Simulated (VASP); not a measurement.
Output of a VASP run:

OSZICAR:
```
       N       E                     dE             d eps       ncg     rms          rms(c)
DAV:   1     0.339522014413E+03    0.33952E+03   -0.15709E+04   712   0.142E+03
DAV:   2     0.183778882976E+02   -0.32114E+03   -0.31704E+03   722   0.433E+02
DAV:   3    -0.235047821479E+02   -0.41883E+02   -0.41487E+02  1264   0.133E+02
DAV:   4    -0.274219905771E+02   -0.39172E+01   -0.39096E+01  1036   0.351E+01
DAV:   5    -0.276831924286E+02   -0.26120E+00   -0.26118E+00  1022   0.785E+00    0.144E+01
DAV:   6    -0.251996617394E+02    0.24835E+01   -0.41176E+01   928   0.445E+01    0.720E+00
DAV:   7    -0.244944030649E+02    0.70526E+00   -0.11160E+01   958   0.215E+01    0.376E+00
DAV:   8    -0.243947429623E+02    0.99660E-01   -0.94340E-01  1008   0.663E+00    0.132E+00
DAV:   9    -0.243945758785E+02    0.16708E-03   -0.52367E-02  1010   0.170E+00    0.769E-01
DAV:  10    -0.243917388306E+02    0.28370E-02   -0.25587E-02   994   0.108E+00    0.440E-01
DAV:  11    -0.243921111048E+02   -0.37227E-03   -0.14636E-03   988   0.293E-01    0.165E-01
DAV:  12    -0.243918797743E+02    0.23133E-03   -0.20996E-03   988   0.298E-01    0.515E-02
DAV:  13    -0.243918781728E+02    0.16015E-05   -0.65284E-05   906   0.599E-02    0.425E-02
DAV:  14    -0.243918752471E+02    0.29257E-05   -0.22177E-05   956   0.314E-02    0.992E-03
DAV:  15    -0.243918752230E+02    0.24103E-07   -0.23502E-06   684   0.110E-02
   1 F= -.24391875E+02 E0= -.24389786E+02  d E =-.243919E+02
       N       E                     dE             d eps       ncg     rms          rms(c)
DAV:   1    -0.243928661517E+02   -0.99090E-03   -0.11563E-01   810   0.511E+00    0.339E-01
DAV:   2    -0.243926390650E+02    0.22709E-03   -0.22011E-02   898   0.137E+00    0.141E-01
DAV:   3    -0.243922361034E+02    0.40296E-03   -0.25134E-03  1102   0.322E-01    0.773E-02
DAV:   4    -0.243921675324E+02    0.68571E-04   -0.64398E-04  1130   0.184E-01    0.344E-02
DAV:   5    -0.243921678753E+02   -0.34288E-06   -0.12681E-04   998   0.780E-02    0.165E-02
DAV:   6    -0.243921717872E+02   -0.39120E-05   -0.23769E-05  1120   0.295E-02    0.129E-02
DAV:   7    -0.243921715660E+02    0.22126E-06   -0.13743E-05   966   0.281E-02    0.326E-03
DAV:   8    -0.243921714043E+02    0.16166E-06   -0.73675E-07   502   0.758E-03
   2 F= -.24392171E+02 E0= -.24390079E+02  d E =-.296181E-03
       N       E                     dE             d eps       ncg     rms          rms(c)
DAV:   1    -0.243922052061E+02   -0.33640E-04   -0.32992E-03   814   0.863E-01    0.577E-02
DAV:   2    -0.243921982475E+02    0.69586E-05   -0.63330E-04   892   0.230E-01    0.239E-02
DAV:   3    -0.243921859103E+02    0.12337E-04   -0.72295E-05  1064   0.539E-02    0.131E-02
DAV:   4    -0.243921841685E+02    0.17418E-05   -0.17831E-05  1126   0.306E-02    0.577E-03
DAV:   5    -0.243921844210E+02   -0.25249E-06   -0.31781E-06   666   0.129E-02
   3 F= -.24392184E+02 E0= -.24390092E+02  d E =-.309198E-03
```

File OUTCAR:
```
------------------------ aborting loop because EDIFF is reached ----------------------------------------
  FORCE on cell =-STRESS in cart. coord.  units (eV):
  Direction    XX          YY          ZZ          XY          YZ          ZX
  --------------------------------------------------------------------------------------
  Total        0.0018239      0.0018239     -0.0590517      0.0000000      0.0000000      0.0000000
  in kB        0.0304138      0.0304138     -0.9846799      0.0000000      0.0000000      0.0000000
  external PRESSURE =      -0.3079508 kB  Pullay stress =       0.0000000 kB
  volume of cell :       96.08
      direct lattice vectors                 reciprocal lattice vectors
     3.525822209  0.000000000  0.000000000     0.283621788  0.163749117  0.000000000
    -1.762911105  3.053451581  0.000000000     0.000000000  0.327498234  0.000000000
     0.000000000  0.000000000  8.924761186     0.000000000  0.000000000  0.112047816
 POSITION                                       TOTAL-FORCE (eV/Angst)
 -----------------------------------------------------------------------------------
     -0.00000      2.03564      0.32518         0.000000     -0.000000     -0.013186
      1.76291      1.01782      4.78756        -0.000000      0.000000     -0.013186
     -0.00000      2.03564      3.02160         0.000000     -0.000000      0.013186
      1.76291      1.01782      7.48398        -0.000000     -0.000000      0.013186
 -----------------------------------------------------------------------------------
    total drift:                               -0.003375      0.001949     -0.000765
  FREE ENERGIE OF THE ION-ELECTRON SYSTEM (eV)
  ---------------------------------------------------
  free  energy   TOTEN  =       -24.3921844210 eV

  energy  without entropy=      -24.3879989365  energy(sigma->0) =      -24.39009168

 reached required accuracy - stopping structural energy minimisation
```
(Selected blocks of OUTCAR.)

POSCAR:
```
TiTe
1
    3.5219134970    -0.0000000000     0.0000000000
   -1.7609567485     3.0500665372     0.0000000000
    0.0000000000    -0.0000000000     8.9332132486
Ti Te
2 2
Direct
  0.3333330000   0.6666670000   0.0362498216
  0.6666670000   0.3333330000   0.5362498216
  0.3333330000   0.6666670000   0.3387501784
  0.6666670000   0.3333330000   0.8387501784
```

Problem. Write an INCAR and KPOINTS that could have produced this output.

Solution. This is not unique; one that fits is the input of the run itself, PBEsol GGA, plane waves, VASP's PBE PAW potentials (set 64).

**INCAR**
```
ALGO  =  Normal
EDIFF  =  1E-6
EDIFFG  =  -0.02
ENCUT  =  400
GGA  =  PS
IBRION  =  2
ISIF  =  3
ISMEAR  =  0
LASPH  =  T
LCHARG  =  F
LMAXMIX  =  4
LREAL  =  F
LWAVE  =  F
NELM  =  100
NSW  =  60
PREC  =  Accurate
SIGMA  =  0.05
SYSTEM  =  TiTe
```

**KPOINTS**
```
K-points
0
Gamma
 7 7 3
0 0 0
```

POTCAR, in this order: Ti_sv Te (PBE.64 set). Program: vasp_std.

The structure was generated: TiTe was put into the wurtzite type (P6_3mc), which need not be its known phase. This run relaxes it. Symmetry was kept, so distortions that lower it aren't found. The start is the result of an earlier pass.
